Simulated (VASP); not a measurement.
# Be12Ga in VASP: a series of runs

Runs on Be12Ga. Level: PBE. Tasks: single point.

All numbers are computed with VASP 6.6.1; they aren't measurements. Logs are shortened: lines on timing, memory, paths and dates and some standing lists are left out, and cuts for length are marked.

### Step 1. The slab as given

The cell holds a slab with vacuum, 13 atoms: a = 4.580 Å, b = 4.580 Å, c = 14.588 Å, α = 90.00°, β = 90.00°, γ = 60.00°.

The cell was built by a generator and needn't be a form met in nature.

### Step 2. Single point, PBE

Contents of INCAR:

```
SYSTEM = Be12Ga
  PREC = Accurate
  ENCUT = 520
  EDIFF = 1E-7
  ISMEAR = -1
  SIGMA = 0.1
  LREAL = .False.
  LASPH = .True.
  NELM = 100
  ALGO = Fast
  ISIF = 2
  LWAVE = .False.
  LCHARG = .True.
  GGA = PE
  LELF = .True.
  LVHAR = .True.
  NBANDS = 30
```

Contents of KPOINTS:

```
regular mesh
0
Gamma
  6 6 1
  0 0 0
```

Contents of POSCAR:

```
Be12Ga
1.0
    4.5800000000      0.0000000000      0.0000000000
    2.2900000000      3.9663960000      0.0000000000
    0.0000000000      0.0000000000     14.5884300000
Be Ga
12 1
Direct
    0.0000000000      0.0000000000      0.0685474722
    0.5000000000      0.0000000000      0.0685474722
    0.0000000000      0.5000000000      0.0685474722
    0.5000000000      0.5000000000      0.0685474722
   -0.1638085615      0.3314913589      0.1937274950
    0.3302957331      0.3320041670      0.1942372140
   -0.1659341308      0.8338922790      0.1954438552
    0.3314038218      0.8357670288      0.1931865184
    0.0000623900     -0.0000317669      0.3236563496
    0.4998285865      0.0005201195      0.3200074991
   -0.0012253560      0.5009847731      0.3216801260
    0.4982323960      0.4974417582      0.3137040106
    0.5572131880      0.6359186022      0.4717798968
```

Potentials or basis: VASP PAW PBE potentials, release 64 (Be, Ga_d).

Launch:

```
$ cat potpaw_PBE.64/Be/POTCAR potpaw_PBE.64/Ga_d/POTCAR > POTCAR
$ mpirun -np 1 vasp_std > vasp.out
```

OUTCAR:

```text
SYSTEM = Be12Ga
   PREC = Accurate
   ENCUT = 520
   EDIFF = 1E-7
   ISMEAR = -1
   LREAL = .False.
   LASPH = .True.
   NELM = 100
   ISIF = 2
   GGA = PE

 ion  position               nearest neighbor table
   1  0.000  0.000  0.069-   8 2.24   5 2.25   7 2.27   3 2.29   3 2.29   4 2.29   4 2.29   2 2.29
                             2 2.29
   2  0.500  0.000  0.069-   8 2.25   6 2.26   7 2.28   4 2.29   3 2.29   4 2.29   3 2.29   1 2.29
                             1 2.29
   3  0.000  0.500  0.069-   5 2.25   6 2.25   7 2.28   1 2.29   1 2.29   2 2.29   2 2.29   4 2.29
                             4 2.29
   4  0.500  0.500  0.069-   8 2.25   5 2.26   6 2.27   2 2.29   1 2.29   2 2.29   1 2.29   3 2.29
                             3 2.29
   5  0.836  0.331  0.194-  12 2.20   1 2.25   3 2.25   4 2.26   6 2.26   8 2.27   7 2.28  11 2.28
                             7 2.30   9 2.31   8 2.31   6 2.32
   6  0.330  0.332  0.194-  12 2.19   3 2.25  10 2.26   2 2.26   5 2.26   8 2.27   4 2.27  11 2.28
                             7 2.29   7 2.29   8 2.31   5 2.32
   7  0.834  0.834  0.195-  10 2.25  11 2.27   1 2.27   3 2.28   2 2.28   8 2.28   5 2.28   6 2.29
                             9 2.29   6 2.29   5 2.30   8 2.30
   8  0.331  0.836  0.193-  12 2.21   1 2.24   2 2.25   4 2.25   5 2.27   6 2.27  10 2.27   7 2.28
                             7 2.30   6 2.31   5 2.31   9 2.31
   9  0.000  1.000  0.324-   7 2.29  11 2.29  10 2.29  10 2.29  11 2.29  12 2.29  12 2.30   5 2.31
                             8 2.31
  10  0.500  0.001  0.320-   7 2.25   6 2.26   8 2.27  12 2.27  11 2.29   9 2.29   9 2.29  11 2.29
                            12 2.31
  11  0.999  0.501  0.322-   7 2.27   6 2.28  12 2.28   5 2.28  10 2.29   9 2.29   9 2.29  10 2.29
                            12 2.30
  12  0.498  0.497  0.314-   6 2.19   5 2.20   8 2.21  10 2.27  11 2.28   9 2.29   9 2.30  11 2.30
                            10 2.31  13 2.44
  13  0.557  0.636  0.472-  12 2.44

  LATTYP: Found a hexagonal cell.
 ALAT       =     4.5799996975
 C/A-ratio  =     3.1852469353

  Lattice vectors:

 A1 = (  -2.2900000000,  -3.9663960000,   0.0000000000)
 A2 = (   4.5800000000,   0.0000000000,   0.0000000000)
 A3 = (   0.0000000000,   0.0000000000,  14.5884300000)

Analysis of symmetry for initial positions (statically):
=====================================================================
 Subroutine PRICEL returns:
 Original cell was already a primitive cell.

 Routine SETGRP: Setting up the symmetry group for a
 hexagonal supercell.

 Subroutine GETGRP returns: Found  1 space group operations
 (whereof  1 operations were pure point group operations)
 out of a pool of 24 trial point group operations.

The static configuration has the point symmetry C_1 .

Analysis of symmetry for dynamics (positions and initial velocities):
=====================================================================
 Subroutine PRICEL returns:
 Original cell was already a primitive cell.

 Routine SETGRP: Setting up the symmetry group for a
 hexagonal supercell.

 Subroutine GETGRP returns: Found  1 space group operations
 (whereof  1 operations were pure point group operations)
 out of a pool of 24 trial point group operations.

The dynamic configuration has the point symmetry C_1 .

 Subroutine INISYM returns: Found  1 space group operations
 (whereof  1 operations are pure point group operations),
 and found     1 'primitive' translations

----------------------------------------------------------------------------------------

                                     Primitive cell

  volume of cell :     265.0148

  direct lattice vectors                    reciprocal lattice vectors
     4.580000000  0.000000000  0.000000000     0.218340611 -0.126059022  0.000000000
     2.290000000  3.966396000  0.000000000     0.000000000  0.252118044  0.000000000
     0.000000000  0.000000000 14.588430000     0.000000000  0.000000000  0.068547472

  length of vectors
     4.580000000  4.579999697 14.588430000     0.252118027  0.252118044  0.068547472

  position of ions in fractional coordinates (direct lattice)
     0.000000000  0.000000000  0.068547472
[... 38 lines left out ...]

  Cartesian coordinates                     Fractional coordinates (reciprocal lattice)
     0.036390102 -0.021009837  0.000000000     0.166666667 -0.000000000  0.000000000
     0.000000000  0.042019674  0.000000000     0.000000000  0.166666667  0.000000000
     0.000000000  0.000000000  0.068547472     0.000000000  0.000000000  1.000000000

  Length of vectors
     0.042019671  0.042019674  0.068547472

  Shift w.r.t. Gamma in fractional coordinates (k-lattice)
     0.000000000  0.000000000  0.000000000

 Subroutine IBZKPT returns following result:
 ===========================================

 Found     20 irreducible k-points:

 Following reciprocal coordinates:
            Coordinates               Weight
  0.000000  0.000000  0.000000      1.000000
  0.166667 -0.000000  0.000000      2.000000
  0.166667  0.166667  0.000000      2.000000
  0.000000  0.166667  0.000000      2.000000
  0.333333  0.000000  0.000000      2.000000
  0.333333  0.333333  0.000000      2.000000
[... 12 lines left out ...]
  0.500000 -0.333333  0.000000      2.000000
 -0.333333  0.333333  0.000000      2.000000
   k-points           NKPTS =     20   k-points in BZ     NKDIM =     20   number of bands    NBANDS=     30
   number of dos      NEDOS =    301   number of ions     NIONS =     13
   total plane-waves  NPLWV = 139968
   dimension x,y,z NGX =    36 NGY =   36 NGZ =  108
   dimension x,y,z NGXF=    72 NGYF=   72 NGZF=  216
   ions per type =              12   1
   NGX,Y,Z   is equivalent  to a cutoff of  13.07, 13.07, 12.31 a.u.
   NGXF,Y,Z  is equivalent  to a cutoff of  26.13, 26.13, 24.61 a.u.
 SYSTEM =  Be12Ga
   PREC   = accura    normal or accurate (medium, high low for compatibility)
   ISTART =      0    job   : 0-new  1-cont  2-samecut
   ICHARG =      2    charge: 1-file 2-atom 10-const
   ISPIN  =      1    spin polarized calculation?
   LNONCOLLINEAR =      F non collinear calculations
   LSORBIT =      F    spin-orbit coupling
   LASPH  =      T    aspherical Exc in radial PAW
   ENCUT  =  520.0 eV  38.22 Ry    6.18 a.u.   8.52  8.52 27.12*2*pi/ulx,y,z
   NELM   =    100;   NELMIN=  2; NELMDL= -5     # of ELM steps
   EDIFF  = 0.1E-06   stopping-criterion for ELM
   LREAL  =      F    real-space projection
   EDIFFG = 0.1E-05   stopping-criterion for IOM
   NSW    =      0    number of steps for IOM
   IBRION =     -1    ionic relax: 0-MD 1-quasi-New 2-CG
   NFREE  =      0    steps in history (QN), initial steepest desc. (CG)
   ISIF   =      2    stress and relaxation
   ISYM   =      2    0-nonsym 1-usesym 2-fastsym
   POTIM  = 0.5000    time-step for ionic-motion
   TEBEG  =    0.0;   TEEND  =   0.0 temperature during run
   PSTRESS=    0.0 pullay stress
   NELECT =      37.0000    total number of electrons
   NUPDOWN=      -1.0000    fix difference up-down
   EMIN   =  10.00;   EMAX   =-10.00  energy-range for DOS
   EFERMI =   0.00;   METHOD = LEGACY
   ISMEAR =    -1;   SIGMA  =   0.10  broadening in eV -4-tet -1-fermi 0-gaus
   EFERMI_NEDOS =   21; number of points for ismear=-14 and -15
   IALGO  =     68    algorithm
   IMIX   =      4    mixing-type and parameters
     AMIX     =   0.40;   BMIX     =  1.00
     AMIX_MAG =   1.60;   BMIX_MAG =  1.00
  volume/ion in A,a.u.               =      20.39       137.57
  Fermi-wavevector in a.u.,A,eV,Ry     =   0.849282  1.604911  9.813614  0.721280
  Thomas-Fermi vector in A             =   1.965079
   LORBIT       =      0    0 simple, 1 ext, 2 COOP (PROOUT), +10 PAW based schemes
   GGA     = PE    functional components
   LHFCALC =     F    Hartree Fock is set to
   AEXX    =    0.0000 exact exchange contribution
   IVDW    =     0    specifies the selected vdW correction
   LEPSILON=     F    determine dielectric tensor
   LRPA    =     F    only Hartree local field effects (RPA)
 non-spin polarized calculation
 RMM-DIIS sequential band-by-band and
  energy-cutoff  :      520.00
  volume of cell :      265.01
 maximum number of plane-waves:      7165
 NGX is ok and might be reduce to    36
   NGX = 17   NGY = 17   NGZ = 55

 number of electron      37.0000004 magnetization

 Free energy of the ion-electron system (eV)
  ---------------------------------------------------
  ext. energy  EPLUGINS =         0.00000000
  ---------------------------------------------------
  free energy    TOTEN  =       -44.13579385 eV

  energy without entropy =      -44.03294291  energy(sigma->0) =      -44.08436838

 E-fermi :   0.0625     XC(G=0):  -6.2134

 val. band max:       -0.1304368386   @ k =   0.3333   0.0000   0.0000
 cond. band min:       0.1000282206   @ k =   0.3333   0.5000   0.0000
 fundamental gap:      0.2304650592
 Fermi energy:         0.0625299412

 k-point     1 :       0.0000    0.0000    0.0000
  band No.  band energies     occupation
      1     -14.5012      2.00000
      2     -14.4993      2.00000
      3     -14.4650      2.00000
      4     -14.4466      2.00000
      5     -14.4441      2.00000
      6      -9.5779      2.00000
[... 649 lines left out ...]
     29       6.2619      0.00000
     30       6.9667      0.00000

------------------------ aborting loop because EDIFF is reached ----------------------------------------

  FORCE on cell =-STRESS in cart. coord.  units (eV):
  Direction    XX          YY          ZZ          XY          YZ          ZX
  --------------------------------------------------------------------------------------
  -------------------------------------------------------------------------------------
  Total       -9.3799230     -9.3834112     -0.1941340      0.1003111      0.0356329      0.0970004
  in kB      -56.7074017    -56.7284904     -1.1736595      0.6064424      0.2154227      0.5864271
  external PRESSURE =     -38.2031839 kB  Pullay stress =       0.0000000 kB

 VOLUME and BASIS-vectors are now :
 -----------------------------------------------------------------------------
  energy-cutoff  :      520.00
  volume of cell :      265.01
      direct lattice vectors                 reciprocal lattice vectors
     4.580000000  0.000000000  0.000000000     0.218340611 -0.126059022  0.000000000
     2.290000000  3.966396000  0.000000000     0.000000000  0.252118044  0.000000000
     0.000000000  0.000000000 14.588430000     0.000000000  0.000000000  0.068547472

 POSITION                                       TOTAL-FORCE (eV/Angst)
 -----------------------------------------------------------------------------------
      0.00000      0.00000      1.00000        -0.059654      0.001147      0.034119
      2.29000      0.00000      1.00000         0.056021      0.083035      0.030174
      1.14500      1.98320      1.00000         0.068084     -0.007358      0.052640
      3.43500      1.98320      1.00000        -0.076300     -0.077795     -0.061170
      4.58887      1.31483      2.82618        -0.005220      0.000900     -0.005085
      2.27304      1.31686      2.83362         0.003837      0.001224     -0.004797
      5.72963      3.30755      2.85122         0.000376     -0.001435     -0.011063
      3.43174      3.31498      2.81829        -0.001394     -0.005741     -0.006123
      2.29021      3.96627      4.72164         0.003545      0.004107      0.008747
      2.29041      0.00206      4.66841        -0.008621      0.010466     -0.011921
      5.72164      1.98710      4.69281         0.002914     -0.013738     -0.012101
      3.42105      1.97305      4.57645        -0.005302     -0.003957     -0.011103
      4.00829      2.52231      6.88253         0.021715      0.009144     -0.002317
 -----------------------------------------------------------------------------------
    total drift:                               -0.000069     -0.000555     -0.000002

  FREE ENERGIE OF THE ION-ELECTRON SYSTEM (eV)
  ---------------------------------------------------
  free  energy   TOTEN  =       -44.1357938457 eV

  energy  without entropy=      -44.0329429149  energy(sigma->0) =      -44.08436838
```

Wall time 2.8 min (1 thread of Intel Xeon 6975P-C (Granite Rapids), shared host); peak memory 0.41 GiB.

Results:

- Free energy: -44.1358 eV
- Largest force: 0.125 eV/Å
- Band gap on the k mesh: none (metal or under the smearing width)

Forces in eV/Å, atoms in the order of the input:
```
Be  -0.060  0.001  0.034
Be   0.056  0.083  0.030
Be   0.068 -0.007  0.053
Be  -0.076 -0.078 -0.061
Be  -0.005  0.001 -0.005
Be   0.004  0.001 -0.005
Be   0.000 -0.001 -0.011
Be  -0.001 -0.006 -0.006
Be   0.004  0.004  0.009
Be  -0.009  0.010 -0.012
Be   0.003 -0.014 -0.012
Be  -0.005 -0.004 -0.011
Ga   0.022  0.009 -0.002
```

### Step 3. Single point, PBE

Contents of INCAR:

```
  PREC = Accurate
  ENCUT = 520
  EDIFF = 1E-6
  ISMEAR = -1
  SIGMA = 0.1
  LREAL = F
  LASPH = T
  NELM = 100
  ALGO = Fast
  ISIF = 2
  LWAVE = F
  LCHARG = F
  GGA = PE
  NBANDS = 30
```

Contents of KPOINTS:

```
regular mesh
0
Gamma
  6 6 1
```

Contents of POSCAR:

```
Be12Ga
1.0
    4.5800000000      0.0000000000      0.0000000000
    2.2900000000      3.9663960000      0.0000000000
    0.0000000000      0.0000000000     14.5884300000
Be Ga
12 1
Direct
    0.0000000000      0.0000000000      0.0685474722
    0.5000000000      0.0000000000      0.0685474722
    0.0000000000      0.5000000000      0.0685474722
    0.5000000000      0.5000000000      0.0685474722
   -0.1649436530      0.3315523715      0.1937133742
    0.3314468326      0.3326412693      0.1942629193
   -0.1657978329      0.8340886790      0.1946722163
    0.3313599097      0.8350421894      0.1934088864
   -0.0000734121      0.0000887456      0.3241191136
    0.4993425096      0.0011564655      0.3187190808
   -0.0000999472      0.5001295887      0.3197496921
    0.4980374798      0.4981595383      0.3153483960
    0.6130278639      0.6482744033      0.4707968575
```

Potentials or basis: VASP PAW PBE potentials, release 64 (Be, Ga_d).

Launch:

```
$ cat potpaw_PBE.64/Be/POTCAR potpaw_PBE.64/Ga_d/POTCAR > POTCAR
$ mpirun -np 1 vasp_std > vasp.out
```

It took 2.1 min on 1 thread of Intel Xeon 6975P-C (Granite Rapids), shared host; peak memory 0.41 GiB.

Results (log left out):

| Item | Value |
| --- | --- |
| Free energy | -44.1423 eV |
| Largest force | 0.121 eV/Å |
| Band gap on the k mesh | none (metal or under the smearing width) |

Forces in eV/Å, atoms in the order of the input:
```
Be  -0.035 -0.005  0.021
Be   0.031  0.099  0.013
Be   0.087 -0.027  0.027
Be  -0.094 -0.067 -0.035
Be  -0.002  0.000 -0.003
Be   0.002  0.000  0.001
Be   0.000 -0.001 -0.008
Be  -0.001 -0.002 -0.003
Be   0.001  0.001  0.008
Be  -0.003  0.011 -0.009
Be   0.008 -0.009 -0.010
Be  -0.010 -0.006 -0.007
Ga   0.015  0.004  0.005
```

Levels at points of the mesh, in eV from the Fermi level:
```csv
k point,band 15,band 16,band 17,band 18,band 19,band 20,band 21,band 22
"(0.00, 0.00, 0.00)",-1.99,-1.78,-1.77,-1.75,-1.31,1.96,2.25,2.34
"(0.50, 0.00, 0.00)",-2.27,-1.54,-0.38,0.14,0.26,0.45,2.43,2.54
"(0.50, 0.50, 0.00)",-2.24,-1.53,-0.38,0.16,0.25,0.44,2.40,2.60
"(0.00, 0.50, 0.00)",-2.26,-1.53,-0.38,0.14,0.26,0.45,2.42,2.56
```

### Step 4. Single point, PBE

Contents of INCAR:

```
PREC     = Accurate       # precision mode
ENCUT    = 520            # plane-wave cutoff, eV
EDIFF    = 1E-6           # SCF threshold, eV
ISMEAR   = -1             # smearing method
SIGMA    = 0.1            # smearing width, eV
LREAL    = False          # projectors in reciprocal space
LASPH    = True           # aspherical terms in the spheres
NELM     = 80             # most SCF steps
ALGO     = Fast           # electronic algorithm
ISIF     = 2              # what is computed and relaxed
LWAVE    = False          # write WAVECAR
LCHARG   = False          # write CHGCAR
GGA      = PE             # functional
NBANDS   = 30             # bands
```

Contents of KPOINTS:

```
Automatic mesh
0
Gamma
  6 6 1
```

Contents of POSCAR:

```
Be12Ga
1.0
    4.5800000000      0.0000000000      0.0000000000
    2.2900000000      3.9663960000      0.0000000000
    0.0000000000      0.0000000000     14.5884300000
Be Ga
12 1
Direct
    0.0000000000      0.0000000000      0.0685474722
    0.5000000000      0.0000000000      0.0685474722
    0.0000000000      0.5000000000      0.0685474722
    0.5000000000      0.5000000000      0.0685474722
   -0.1657183549      0.3314729543      0.1936342019
    0.3333130917      0.3332965241      0.1940917563
   -0.1657220402      0.8342838184      0.1936802658
    0.3314342235      0.8343092823      0.1936545605
   -0.0000919677      0.0002158130      0.3241398835
    0.4989677025      0.0021558614      0.3173892598
    0.0019374180      0.4992116269      0.3173759616
    0.4987522621      0.4992426374      0.3172908942
    0.6653085228      0.6667523868      0.4700583270
```

Launch:

```
$ cat potpaw_PBE.64/Be/POTCAR potpaw_PBE.64/Ga_d/POTCAR > POTCAR
$ mpirun -np 1 vasp_std > vasp.out
```

It took 6.2 min on 1 thread of Intel Xeon Platinum 8375C at 2.90GHz (Ice Lake), shared host; peak memory 0.4 GiB.

The run converged. Its results:

| Property | Result |
| --- | --- |
| Free energy | -44.1451 eV |
| Largest force | 0.108 eV/Å |
| Band gap on the k mesh | none (metal or under the smearing width) |

Forces on the atoms (eV/Å):
```
Be  -0.001  0.000  0.007
Be   0.001  0.107 -0.009
Be   0.093 -0.053 -0.009
Be  -0.093 -0.053 -0.010
Be   0.000  0.001  0.003
Be   0.000  0.002 -0.002
Be   0.000  0.001 -0.001
Be   0.001  0.001 -0.001
Be   0.000  0.000  0.003
Be  -0.001  0.004  0.001
Be   0.000 -0.003  0.005
Be   0.002 -0.005  0.005
Ga   0.000 -0.001  0.006
```

Levels at points of the mesh, in eV from the Fermi level:
```tsv
k point	band 15	band 16	band 17	band 18	band 19	band 20	band 21	band 22
(0.00, 0.00, 0.00)	-2.02	-1.77	-1.77	-1.77	-1.29	2.12	2.13	2.25
(0.50, 0.00, 0.00)	-2.26	-1.52	-0.37	0.14	0.27	0.46	2.44	2.56
(0.50, 0.50, 0.00)	-2.26	-1.52	-0.37	0.14	0.27	0.46	2.43	2.56
(0.00, 0.50, 0.00)	-2.26	-1.52	-0.37	0.14	0.27	0.46	2.44	2.56
```
